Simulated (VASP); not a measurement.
These are rev-vdW-DF2, VASP's PBE PAW potentials (set 64) (plane waves; VASP) values and carry that method's errors.

The input files of a VASP run:

**KPOINTS**
```
Automatic mesh
0
Gamma
6 6 6
0 0 0
```

**INCAR**
```
SYSTEM = SrCl2
PREC = Accurate
ENCUT = 520
EDIFF = 1E-7
NELM = 100
ALGO = Normal
LREAL = .FALSE.
LASPH = .TRUE.
ISMEAR = -5
GGA = MK
PARAM1 = 0.1234568
PARAM2 = 0.7114
ZAB_VDW = -1.8867
LUSE_VDW = .TRUE.
AGGAC = 0.0
LMAXMIX = 4
LWAVE = .FALSE.
LCHARG = .TRUE.
LORBIT = 11
NEDOS = 601
ISIF = 2
LEFG = .TRUE.
```

**POSCAR**
```
SrCl2
1
    0.0000000000     3.4804325583     3.4804325583
    3.4804325583    -0.0000000000     3.4804325583
    3.4804325583     3.4804325583    -0.0000000000
Sr Cl
1 2
Direct
  0.0000000000   0.0000000000   0.0000000000
  0.2500000000   0.2500000000   0.2500000000
  0.7500000000   0.7500000000   0.7500000000
```

POTCAR, in this order: Sr_sv Cl (PBE.64 set). Program: vasp_std.

The resulting files:

File OSZICAR:
```
       N       E                     dE             d eps       ncg     rms          rms(c)
DAV:   1     0.157395390974E+03    0.15740E+03   -0.11849E+04   512   0.136E+03
DAV:   2     0.772264565416E+00   -0.15662E+03   -0.15514E+03   720   0.254E+02
DAV:   3    -0.808309352186E+01   -0.88554E+01   -0.88485E+01   760   0.637E+01
DAV:   4    -0.833175601945E+01   -0.24866E+00   -0.24863E+00   848   0.848E+00
DAV:   5    -0.833399401482E+01   -0.22380E-02   -0.22380E-02   760   0.694E-01    0.139E+01
DAV:   6    -0.802867308553E+01    0.30532E+00   -0.79237E-01   656   0.498E+00    0.895E+00
DAV:   7    -0.801771083308E+01    0.10962E-01   -0.43623E-01   768   0.398E+00    0.194E+00
DAV:   8    -0.801365110782E+01    0.40597E-02   -0.63415E-02   640   0.147E+00    0.306E-01
DAV:   9    -0.801381747888E+01   -0.16637E-03   -0.20656E-03   688   0.284E-01    0.114E-01
DAV:  10    -0.801385840439E+01   -0.40926E-04   -0.29348E-04   704   0.144E-01    0.198E-02
DAV:  11    -0.801385395034E+01    0.44540E-05   -0.30909E-05   792   0.367E-02    0.232E-02
DAV:  12    -0.801385314279E+01    0.80755E-06   -0.21697E-06   728   0.938E-03    0.109E-02
DAV:  13    -0.801385293116E+01    0.21163E-06   -0.25081E-06   648   0.880E-03    0.156E-03
DAV:  14    -0.801385290707E+01    0.24084E-07   -0.70678E-08   608   0.199E-03
   1 F= -.80138529E+01 E0= -.80138529E+01  d E =0.000000E+00
```

### OUTCAR
```
------------------------ aborting loop because EDIFF is reached ----------------------------------------
  FORCE on cell =-STRESS in cart. coord.  units (eV):
  Direction    XX          YY          ZZ          XY          YZ          ZX
  --------------------------------------------------------------------------------------
  Total       -0.0052583     -0.0052583     -0.0052583     -0.0000000     -0.0000000      0.0000000
  in kB       -0.0999137     -0.0999137     -0.0999137     -0.0000000     -0.0000000      0.0000000
  external PRESSURE =      -0.0999137 kB  Pullay stress =       0.0000000 kB
  volume of cell :       84.32
      direct lattice vectors                 reciprocal lattice vectors
     0.000000000  3.480432558  3.480432558    -0.143660304  0.143660304  0.143660304
     3.480432558  0.000000000  3.480432558     0.143660304 -0.143660304  0.143660304
     3.480432558  3.480432558  0.000000000     0.143660304  0.143660304 -0.143660304
 POSITION                                       TOTAL-FORCE (eV/Angst)
 -----------------------------------------------------------------------------------
      0.00000      0.00000      0.00000         0.000000     -0.000000     -0.000000
      1.74022      1.74022      1.74022         0.000000      0.000000      0.000000
      5.22065      5.22065      5.22065        -0.000000     -0.000000     -0.000000
 -----------------------------------------------------------------------------------
    total drift:                               -0.000000     -0.000000      0.000000
  FREE ENERGIE OF THE ION-ELECTRON SYSTEM (eV)
  ---------------------------------------------------
  free  energy   TOTEN  =        -8.0138529071 eV

  energy  without entropy=       -8.0138529071  energy(sigma->0) =       -8.01385291

 total charge

# of ion       s       p       d       tot
------------------------------------------
    1        1.995   5.744   0.156   7.895
    2        1.599   3.572   0.000   5.171
    3        1.599   3.572   0.000   5.171
--------------------------------------------------
tot          5.194  12.888   0.156  18.238

 Electric field gradients after diagonalization (V/A^2)
 (convention: |V_zz| > |V_xx| > |V_yy|)
----------------------------------------------------------------------
 ion       V_xx      V_yy      V_zz     asymmetry (V_yy - V_xx)/ V_zz
----------------------------------------------------------------------
   1       0.000     0.000    -0.000       0.000
   2      -0.000    -0.000     0.001       0.000
   3      -0.000    -0.000     0.001       0.000
```
(Selected blocks of OUTCAR.)

The compound is SrCl2 in the fluorite structure. It was relaxed first.
